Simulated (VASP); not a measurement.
Input:

```
CaCd2P2
1.0
    4.20215     0.00000     0.00000
   -2.10107     3.63917     0.00000
    0.00000     0.00000     6.82827
Ca Cd P
1 2 2
Direct
  0.00000   0.00000   0.00000
  0.33333   0.66667   0.63830
  0.66667   0.33333   0.36170
  0.66667   0.33333   0.76354
  0.33333   0.66667   0.23646
```

These are LDA (Ceperley-Alder, Perdew-Zunger), VASP's LDA PAW potentials (set 64) (plane waves; VASP 6.6.1) values and carry that method's errors. Run with 400 eV cut-off, 14×14×8 Γ-centred mesh, Gaussian smearing of 0.010 eV, potentials Ca_sv Cd P.

Estimate the energy per atom (σ→0).

| Quantity | Result |
|---|---|
| energy per atom (σ→0) | -4.069 eV/atom |

The absolute energy has meaning only against runs of the same code, potentials and settings.

The structure comes from a computed database's CaCd2P2 entry (P-3m1); how it stands against other phases isn't given here. It was relaxed first, which changed the volume by -7 %.
